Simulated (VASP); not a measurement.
VASP input:

### KPOINTS
```
Automatic mesh
0
Gamma
6 6 2
0 0 0
```

POSCAR:
```
Ge2Si6
1.0
  0.0000000000   2.7484303519   2.7484303519
  2.7484303519   0.0000000000   2.7484303519
 10.9586496894  10.9586496894   0.0350717183
Si Ge
6 2
Cartesian
  2.7848155388   2.7848155388   5.4604755172
  1.3891108151   1.3891108151   1.3593195368
  5.4963647708   5.4963647708   5.4973566376
  4.1034136193   4.1034136193   1.3934470837
  5.4622372232   5.4622372232   0.0346234807
  6.8149628514   6.8149628514   1.4303282041
  8.1961034885   8.1961034885   0.0491875676
  9.6138942392   9.6138942392   1.3798271682
```

**INCAR**
```
ALGO = Normal
EDIFF = 1E-6
EDIFFG = -0.02
ENCUT = 400
GGA = PS
IBRION = 2
ISIF = 3
ISMEAR = 0
LASPH = .True.
LCHARG = .False.
LMAXMIX = 4
LREAL = .False.
LWAVE = .False.
NELM = 100
NSW = 60
PREC = Accurate
SIGMA = 0.05
SYSTEM = Ge2Si6
```

POTCAR, in this order: Si Ge_d (PBE.64 set). Program: vasp_std.

Task: Translate this PBEsol calculation to Quantum ESPRESSO's pw.x.

Result: One equivalent input (not run):
```
&CONTROL
  calculation = 'vc-relax'
  pseudo_dir = './pseudo'
  outdir = './out'
  tprnfor = .true.
  tstress = .true.
  nstep = 60
  forc_conv_thr = 0.00078
/
&SYSTEM
  ibrav = 0
  nat = 8
  ntyp = 2
  ecutwfc = 78
  occupations = 'smearing'
  smearing = 'gaussian'
  degauss = 0.003675
  input_dft = 'pbesol'
/
&ELECTRONS
  conv_thr = 7.3e-08
  electron_maxstep = 100
/
&IONS
/
&CELL
/
ATOMIC_SPECIES
  Si 28.085 Si.upf
  Ge 72.630 Ge.upf
CELL_PARAMETERS angstrom
     0.0000000    2.7484304    2.7484304
     2.7484304    0.0000000    2.7484304
    10.9586497   10.9586497    0.0350717
ATOMIC_POSITIONS crystal
  Si   0.9933489  0.9933489  0.0049883
  Si   0.2468764  0.2468764  0.0648427
  Si   0.9984879  0.9984879  0.2511341
  Si   0.2515121  0.2515121  0.3113659
  Si   0.0031236  0.0031236  0.4976573
  Si   0.2566511  0.2566511  0.5575117
  Ge   0.0041831  0.0041831  0.7468627
  Ge   0.2458169  0.2458169  0.8156373
K_POINTS automatic
  6 6 2 0 0 0
```
The two are equivalent in intent, not identical: the potentials are each code's own (VASP's PAW set, PseudoDojo norm-conserving files in pw.x), so ENCUT and ecutwfc are chosen apart and not converted; conv_thr bounds pw.x's estimated SCF error, while EDIFF bounds the energy change between steps; forc_conv_thr acts on force components and is met together with etot_conv_thr.

The structure was generated: Ge2Si6 was put into an ordered model structure (R-3m), which need not be its known phase. It was relaxed first. The start is the result of an earlier pass.
